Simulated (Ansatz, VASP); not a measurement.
## Two plane-wave programs on Ca2CuS2O2

```
Cu Ca S O
1.0
     3.86250    0.00000    0.00000
     0.00000    3.86250    0.00000
     0.00000    0.00000    7.74547
Cu Ca S O
1 2 2 2
Direct
  0.00000 0.00000 0.50000
  0.50000 0.50000 0.29189
  0.50000 0.50000 0.70811
  0.00000 0.00000 0.13831
  0.00000 0.00000 0.86169
  0.50000 0.00000 0.50000
  0.00000 0.50000 0.50000
```

The cell comes from a database or a generator and needn't be the stable form of this composition.

Alike in both runs: task single point; functional PBE; k mesh 7 × 7 × 4; occupations fermi-dirac, width 0.05 eV; no spin polarisation.

```csv
,VASP,Ansatz
version,VASP 6.6.1,Ansatz 0.2.0
potentials or method,"VASP PAW PBE potentials, release 64 (Cu, Ca_sv, S, O)",Ansatz PAW
plane-wave cutoff (eV),520,420
valence electrons in the cell,55,63
```

Ansatz gave:

* gap on the k mesh at the Fermi level (eV): none
* pressure (GPa): 0.1
* largest component of the traceless stress (GPa): 0.02
* rms of the force components (eV/Å): 0.056

Task: Which values does VASP return?

Result: gap on the k mesh at the Fermi level (eV): none; pressure (GPa): 0.3; largest component of the traceless stress (GPa): 0.42; rms of the force components (eV/Å): 0.049.

Atom by atom the forces differ by 0.034 eV/Å (rms over components). A gap of «none» marks a metal or a gap that the smearing closes. With one functional, cell and mesh, what is left measures potentials, basis and numerics. The two sets of potentials don't hold the same shells in valence.

Caveats: an odd number of electrons without spin polarisation forces a metal; a magnetic or distorted state may lie lower; the run has no spin polarisation, though such a crystal can be magnetic; semilocal functionals often make such compounds metallic where correlation or magnetic order opens a gap, which also shifts bond lengths. With open d or f shells a metallic result of PBE can be an artefact of self-interaction; +U or a hybrid may open a gap.
